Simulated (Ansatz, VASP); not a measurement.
# Si2W: VASP beside Ansatz

One calculation is typed for both programs; each brings its own data sets. How far apart do they land? The cell is taken from a series of runs on this material, whose earlier steps may have relaxed, scaled, displaced or heated it; both programs get it as it stands.

Method: plane waves, with VASP 6.6.1 beside it; zone-centre phonons at PBEsol, in Ansatz 0.2.0.

## Step 1: The structure

It takes space group I4/mmm (No. 139, tetragonal). Conventional cell: a = 3.186 Å, b = 3.186 Å, c = 8.050 Å, α = 90.00°, β = 90.00°, γ = 90.00°. Nearest to Si lie 5 W at 2.61 to 2.70 Å and 5 Si at 2.64 to 2.65 Å. Nearest to W lie 10 Si at 2.61 to 2.70 Å. Farther neighbours are not listed.

## Step 2: VASP: zone-centre phonons, PBEsol

Second derivatives magnify differences that forces hide, and they need a tight electronic threshold.

Lines of VASP's logs that name or quote its potential files are left out, and so is its time.

The input, INCAR:

```
SYSTEM = Si2W
PREC = Accurate
ENCUT = 600
EDIFF = 1E-08
NELM = 120
ISMEAR = 1
SIGMA = 0.2
LREAL = .FALSE.
ALGO = Normal
GGA = PS
NBANDS = 13
LASPH = .TRUE.
LORBIT = 11
LWAVE = .FALSE.
LCHARG = .FALSE.
ISIF = 2
IBRION = 8
GGA_COMPAT = .FALSE.
KPAR = 2
```

The input, POSCAR:

```
Si2W
1.0
   -1.5931412090      1.5931412090      4.0251970860
    1.5931412090     -1.5931412090      4.0251970860
    1.5931412090      1.5931412090     -4.0251970860
Si W
2 1
Direct
    0.3351262128      0.3351262128      0.0000000000
    0.6648737872      0.6648737872      0.0000000000
    0.0000000000      0.0000000000      0.0000000000
```

The input, KPOINTS:

```
Automatic mesh
0
Gamma
20 20 20
0 0 0
```

PAW data sets: Si and W (PBE family, release 64).

The run is started by

```
$ mpirun -np 2 vasp_std
```

Numbers of over 12 decimals in the logs are rounded to 6 here.

Output:

```text
[banner, memory and clock lines left out]
running    2 mpi-ranks, on    1 nodes
 distrk:  each k-point on    1 cores,    2 groups
 distr:  one band on    1 cores,    1 groups

 POSCAR found type information on POSCAR SiW
 POSCAR found :  2 types and       3 ions
|                                                                             |
|               ----> ADVICE to this user running VASP <----                  |
|                                                                             |
|     You enforced a specific xc type in the INCAR file but a different       |
|     [... a line on the potential file left out ...]
|     I HOPE YOU KNOW WHAT YOU ARE DOING!                                     |
|                                                                             |

 LDA part: xc-table for (Slater+PW92), standard interpolation
 POSCAR, INCAR and KPOINTS ok, starting setup
 FFT: planning ... GRIDC
 FFT: planning ... GRID_SOFT
 FFT: planning ... GRID
 WAVECAR not read
 entering main loop
       N       E                     dE             d eps       ncg     rms          rms(c)
DAV:   1     0.325379020539E+02    0.32538E+02   -0.65714E+03 16674   0.105E+03
DAV:   2    -0.247425245860E+02   -0.57280E+02   -0.52274E+02 20222   0.201E+02
DAV:   3    -0.275257588244E+02   -0.27832E+01   -0.26759E+01 23035   0.351E+01
DAV:   4    -0.275685257950E+02   -0.42767E-01   -0.42593E-01 19945   0.481E+00
DAV:   5    -0.275691968099E+02   -0.67101E-03   -0.67066E-03 23843   0.534E-01    0.257E+01
DAV:   6    -0.268223915529E+02    0.74681E+00   -0.22264E+00 24749   0.939E+00    0.106E+01
DAV:   7    -0.266976964939E+02    0.12470E+00   -0.27740E-01 19250   0.346E+00    0.558E+00
DAV:   8    -0.266695356417E+02    0.28161E-01   -0.52658E-02 21888   0.167E+00    0.490E-01
DAV:   9    -0.266690507293E+02    0.48491E-03   -0.27754E-03 20096   0.364E-01    0.287E-01
DAV:  10    -0.266689936371E+02    0.57092E-04   -0.50341E-04 21315   0.144E-01    0.693E-02
DAV:  11    -0.266689726192E+02    0.21018E-04   -0.75496E-05 20740   0.596E-02    0.253E-02
DAV:  12    -0.266689730549E+02   -0.43569E-06   -0.24430E-06 20754   0.121E-02    0.110E-02
DAV:  13    -0.266689726296E+02    0.42523E-06   -0.17606E-07 22234   0.287E-03    0.208E-03
DAV:  14    -0.266689726010E+02    0.28606E-07   -0.57323E-09 14151   0.551E-04    0.547E-04
DAV:  15    -0.266689726011E+02   -0.15007E-10   -0.81736E-10 10958   0.248E-04
   1 F= -.26668973E+02 E0= -.26669390E+02  d E =0.125271E-02
 Linear response reoptimize wavefunctions to high precision
DAV:   1    -0.266689726086E+02   -0.75468E-08   -0.24467E-10 12722   0.106E-04
DAV:   2    -0.266689726086E+02    0.45475E-12   -0.28642E-11 10223   0.525E-05
 Linear response DOF=           4
 Linear response progress:
  Degree of freedom:   1/  4
       N       E                     dE             d eps       ncg     rms          rms(c)
RMM:   1    -0.175630030100E-01   -0.17563E-01    0.14138E-02135916   0.870E-01
RMM:   2    -0.162717162014E-01    0.12913E-02   -0.66327E-04 88163   0.208E-01    0.893E-02
RMM:   3    -0.163397195623E-01   -0.68003E-04   -0.12636E-04 89135   0.579E-02    0.490E-02
RMM:   4    -0.164874018192E-01   -0.14768E-03   -0.80384E-05 88530   0.438E-02    0.111E-02
RMM:   5    -0.164705533428E-01    0.16848E-04   -0.17058E-06 92727   0.880E-03    0.111E-03
RMM:   6    -0.164753336036E-01   -0.47803E-05   -0.13828E-07 93764   0.155E-03    0.657E-04
RMM:   7    -0.164748448420E-01    0.48876E-06    0.17548E-09 95283   0.378E-04    0.566E-05
RMM:   8    -0.164752502832E-01   -0.40544E-06   -0.36694E-09 96434   0.116E-04    0.168E-05
RMM:   9    -0.164752173683E-01    0.32915E-07   -0.12714E-09 99299   0.295E-05    0.279E-06
RMM:  10    -0.164752235418E-01   -0.61735E-08   -0.13932E-09 99333   0.110E-05    0.125E-06
 first order change of Fermi-energy   0.17989E-04
 force on displaced ion       1 direction 1 :  -8.518   0.000  -0.000
 Linear response progress:
  Degree of freedom:   2/  4
       N       E                     dE             d eps       ncg     rms          rms(c)
RMM:   1    -0.252559985434E-01   -0.25256E-01    0.37270E-02 41911   0.109E+00
RMM:   2    -0.226736657821E-01    0.25823E-02   -0.11392E-03 26655   0.274E-01    0.150E-01
RMM:   3    -0.226467617347E-01    0.26904E-04   -0.57767E-04 26544   0.115E-01    0.114E-01
RMM:   4    -0.226989907291E-01   -0.52229E-04   -0.46203E-05 27845   0.348E-02    0.536E-02
RMM:   5    -0.227512155314E-01   -0.52225E-04   -0.79767E-06 27407   0.133E-02    0.144E-02
RMM:   6    -0.227522863264E-01   -0.10708E-05   -0.37700E-07 28267   0.376E-03    0.210E-03
RMM:   7    -0.227496864027E-01    0.25999E-05   -0.27539E-08 28910   0.134E-03    0.581E-04
RMM:   8    -0.227497098220E-01   -0.23419E-07   -0.41312E-09 29581   0.232E-04    0.178E-04
RMM:   9    -0.227498918986E-01   -0.18208E-06   -0.42525E-10 29652   0.562E-05    0.170E-05
RMM:  10    -0.227498977387E-01   -0.58401E-08    0.15962E-09 30468   0.160E-05    0.467E-06
 first order change of Fermi-energy  -0.23634E+00
 force on displaced ion       1 direction 3 :  -0.000  -0.000 -11.574
 Linear response progress:
  Degree of freedom:   3/  4
       N       E                     dE             d eps       ncg     rms          rms(c)
RMM:   1    -0.120691254071E+00   -0.12069E+00   -0.10280E-01 58629   0.179E+00
RMM:   2    -0.119757056393E+00    0.93420E-03   -0.13091E-03 47225   0.257E-01    0.155E-01
RMM:   3    -0.119366308265E+00    0.39075E-03   -0.20573E-04 48383   0.810E-02    0.881E-02
RMM:   4    -0.119452966751E+00   -0.86658E-04   -0.26882E-04 47591   0.956E-02    0.119E-02
RMM:   5    -0.119445137398E+00    0.78294E-05   -0.62920E-06 51878   0.164E-02    0.336E-03
RMM:   6    -0.119450733386E+00   -0.55960E-05   -0.13827E-07 50571   0.217E-03    0.770E-04
RMM:   7    -0.119450869872E+00   -0.13649E-06   -0.82863E-09 52846   0.563E-04    0.127E-04
RMM:   8    -0.119450776280E+00    0.93592E-07   -0.14606E-09 52736   0.108E-04    0.551E-05
RMM:   9    -0.119450518310E+00    0.25797E-06   -0.97061E-10 54571   0.468E-05    0.625E-06
RMM:  10    -0.119450476796E+00    0.41514E-07   -0.11058E-09 54537   0.196E-05    0.216E-06
RMM:  11    -0.119450487397E+00   -0.10601E-07   -0.83564E-10 49786   0.116E-05    0.445E-07
RMM:  12    -0.119450491397E+00   -0.40006E-08   -0.76134E-10 44195   0.979E-06    0.110E-07
 first order change of Fermi-energy  -0.80571E-03
 force on displaced ion       3 direction 1 : -10.806   0.000  -0.000
 Linear response progress:
  Degree of freedom:   4/  4
       N       E                     dE             d eps       ncg     rms          rms(c)
RMM:   1    -0.137399926023E+00   -0.13740E+00   -0.12610E-01 32631   0.184E+00
RMM:   2    -0.132523749433E+00    0.48762E-02   -0.22800E-03 25783   0.324E-01    0.175E-01
RMM:   3    -0.131875264867E+00    0.64848E-03   -0.83167E-04 26857   0.134E-01    0.920E-02
RMM:   4    -0.131870440425E+00    0.48244E-05   -0.24399E-04 26800   0.845E-02    0.301E-02
RMM:   5    -0.131918420499E+00   -0.47980E-04   -0.45331E-05 26218   0.395E-02    0.640E-03
RMM:   6    -0.131929268145E+00   -0.10848E-04   -0.94306E-07 29118   0.563E-03    0.187E-03
RMM:   7    -0.131922331571E+00    0.69366E-05   -0.16522E-07 27480   0.190E-03    0.213E-04
RMM:   8    -0.131922594751E+00   -0.26318E-06   -0.24699E-09 29219   0.283E-04    0.127E-04
RMM:   9    -0.131922720136E+00   -0.12538E-06   -0.15809E-09 29597   0.829E-05    0.510E-05
RMM:  10    -0.131922713002E+00    0.71345E-08   -0.23859E-09 29901   0.356E-05    0.766E-06
 first order change of Fermi-energy   0.54999E-03
 force on displaced ion       3 direction 3 :   0.000   0.000 -11.882
 Linear response finished
```

From OUTCAR (step 2):

```text
ion  position               nearest neighbor table
   1  0.335  0.335  0.000-   3 2.61   3 2.61   3 2.61   3 2.61   2 2.64   2 2.64   2 2.64   2 2.64
                             2 2.65   3 2.70
   2  0.665  0.665  0.000-   3 2.61   3 2.61   3 2.61   3 2.61   1 2.64   1 2.64   1 2.64   1 2.64
                             1 2.65   3 2.70
   3  0.000  0.000  0.000-   2 2.61   2 2.61   2 2.61   1 2.61   2 2.61   1 2.61   1 2.61   1 2.61
                             1 2.70   2 2.70

  LATTYP: Found a body centered tetragonal cell.
 ALAT       =     3.1862824180
 C/A-ratio  =     2.5265789770

 Subroutine GETGRP returns: Found 16 space group operations
 (whereof 16 operations were pure point group operations)

The static configuration has the point symmetry D_4h.

 Found    641 irreducible k-points:

   k-points           NKPTS =    641   k-points in BZ     NKDIM =    641   number of bands    NBANDS=     13

   dimension x,y,z NGX =    40 NGY =   40 NGZ =   40
   dimension x,y,z NGXF=    80 NGYF=   80 NGZF=   80

   ENCUT  =  600.0 eV  44.10 Ry    6.64 a.u.   9.21  9.21  9.21*2*pi/ulx,y,z

   NELECT =      14.0000    total number of electrons

 k-points in reciprocal lattice and weights: Automatic mesh
   0.00000000  0.00000000  0.00000000       0.000
   0.05000000  0.00000000  0.00000000       0.001
   0.10000000  0.00000000 -0.00000000       0.001
   0.15000000  0.00000000  0.00000000       0.001
   0.20000000  0.00000000 -0.00000000       0.001
   0.25000000  0.00000000 -0.00000000       0.001
   0.30000000  0.00000000  0.00000000       0.001
   0.35000000 -0.00000000  0.00000000       0.001
   0.40000000  0.00000000  0.00000000       0.001
[...]
-0.45000000 -0.45000000  0.45000000       0.000
   0.50000000  0.50000000  0.50000000       0.000

 average (electrostatic) potential at core
       1 -79.2406       2 -79.2406       3 -34.8104

  Total       -0.0837313     -0.0837313     -3.6150702      0.0000000     -0.0000000      0.0000000
  in kB       -3.2827872     -3.2827872   -141.7332146      0.0000000     -0.0000000      0.0000000
  external PRESSURE =     -49.4329297 kB  Pullay stress =       0.0000000 kB

  energy-cutoff  :      600.00
  volume of cell :       40.87
      direct lattice vectors                 reciprocal lattice vectors
    -1.593141209  1.593141209  4.025197086     0.000000000  0.313845375  0.124217520
     1.593141209 -1.593141209  4.025197086     0.313845375  0.000000000  0.124217520
     1.593141209  1.593141209 -4.025197086     0.313845375  0.313845375  0.000000000

 POSITION                                       TOTAL-FORCE (eV/Angst)
 -----------------------------------------------------------------------------------
      0.00000      0.00000      2.69790         0.000000      0.000000      0.008812
      0.00000      0.00000      5.35250         0.000000      0.000000     -0.008812
      0.00000      0.00000      0.00000        -0.000000     -0.000000      0.000000
 -----------------------------------------------------------------------------------
    total drift:                               -0.000000     -0.000000     -0.000000

 Eigenvectors and eigenvalues of the dynamical matrix
 ----------------------------------------------------

   1 f  =   12.237574 THz    76.890946 2PiTHz  408.201534 cm-1    50.610517 meV
             X         Y         Z           dx          dy          dz
      0.000000  0.000000  2.697898     0.000000   -0.000000   -0.707107
      0.000000  0.000000  5.352496    -0.000000    0.000000    0.707107
      0.000000  0.000000  0.000000    -0.000000   -0.000000    0.000000

   2 f  =   10.061994 THz    63.221375 2PiTHz  335.632003 cm-1    41.613046 meV
             X         Y         Z           dx          dy          dz
      0.000000  0.000000  2.697898     0.707107    0.000000    0.000000
      0.000000  0.000000  5.352496    -0.707107   -0.000000   -0.000000
      0.000000  0.000000  0.000000    -0.000000    0.000000    0.000000

   3 f  =   10.061994 THz    63.221375 2PiTHz  335.632003 cm-1    41.613046 meV
             X         Y         Z           dx          dy          dz
      0.000000  0.000000  2.697898    -0.000000   -0.707107    0.000000
      0.000000  0.000000  5.352496    -0.000000    0.707107   -0.000000
      0.000000  0.000000  0.000000     0.000000    0.000000    0.000000

   4 f  =    8.214772 THz    51.614933 2PiTHz  274.015288 cm-1    33.973551 meV
             X         Y         Z           dx          dy          dz
      0.000000  0.000000  2.697898     0.000000    0.000000    0.618845
      0.000000  0.000000  5.352496     0.000000    0.000000    0.618845
      0.000000  0.000000  0.000000     0.000000    0.000000   -0.483799

   5 f  =    7.834105 THz    49.223133 2PiTHz  261.317611 cm-1    32.399240 meV
             X         Y         Z           dx          dy          dz
      0.000000  0.000000  2.697898     0.109345   -0.609112    0.000000
      0.000000  0.000000  5.352496     0.109345   -0.609112    0.000000
      0.000000  0.000000  0.000000    -0.085481    0.476178    0.000000

   6 f  =    7.834105 THz    49.223133 2PiTHz  261.317611 cm-1    32.399240 meV
             X         Y         Z           dx          dy          dz
      0.000000  0.000000  2.697898    -0.609112   -0.109345   -0.000000
      0.000000  0.000000  5.352496    -0.609112   -0.109345    0.000000
      0.000000  0.000000  0.000000     0.476178    0.085481    0.000000

   7 f/i=    0.000279 THz     0.001756 2PiTHz    0.009323 cm-1     0.001156 meV
             X         Y         Z           dx          dy          dz
      0.000000  0.000000  2.697898    -0.000000   -0.342091   -0.000000
      0.000000  0.000000  5.352496    -0.000000   -0.342091   -0.000000
      0.000000  0.000000  0.000000    -0.000000   -0.875184   -0.000000

   8 f/i=    0.000279 THz     0.001756 2PiTHz    0.009323 cm-1     0.001156 meV
             X         Y         Z           dx          dy          dz
      0.000000  0.000000  2.697898     0.342091   -0.000000    0.000000
      0.000000  0.000000  5.352496     0.342091   -0.000000   -0.000000
      0.000000  0.000000  0.000000     0.875184   -0.000000    0.000000

   9 f/i=    0.000381 THz     0.002393 2PiTHz    0.012706 cm-1     0.001575 meV
             X         Y         Z           dx          dy          dz
      0.000000  0.000000  2.697898    -0.000000   -0.000000    0.342098
      0.000000  0.000000  5.352496    -0.000000   -0.000000    0.342098
      0.000000  0.000000  0.000000    -0.000000   -0.000000    0.875179

 ELASTIC MODULI CONTR FROM IONIC RELAXATION (kBar)
 Direction    XX          YY          ZZ          XY          YZ          ZX
 --------------------------------------------------------------------------------
 XX         -34.9432    -34.9432    -58.1805      0.0000      0.0000      0.0000
 YY         -34.9432    -34.9432    -58.1805      0.0000      0.0000      0.0000
 ZZ         -58.1805    -58.1805    -96.8707      0.0000      0.0000      0.0000
 XY           0.0000      0.0000      0.0000      0.0000      0.0000      0.0000
 YZ           0.0000      0.0000      0.0000      0.0000    -28.3362     -0.0000
 ZX           0.0000      0.0000      0.0000      0.0000     -0.0000    -10.3650
 --------------------------------------------------------------------------------
```

Energies printed during the response cycles are not total energies of the cell. The PAW data sets were made with PBE, which is usual practice but a small mismatch for other functionals. The data set W keeps the semicore shell frozen, which is cheaper and a little less accurate.

(Part 1 of 2 ends here.)

[Lines on the potential files, build, host, timing and source positions are cut from VASP's logs without a mark.]

[Logs are printed without paths, hosts, clocks, repeated set-up lines and the standing remarks that a program may print on its own settings, such as how far it seeks lower states.]

[Hosts, paths, dates, database ids (printed as entryN), source tags and the programs' standing remarks are cut or masked in the printed files.]
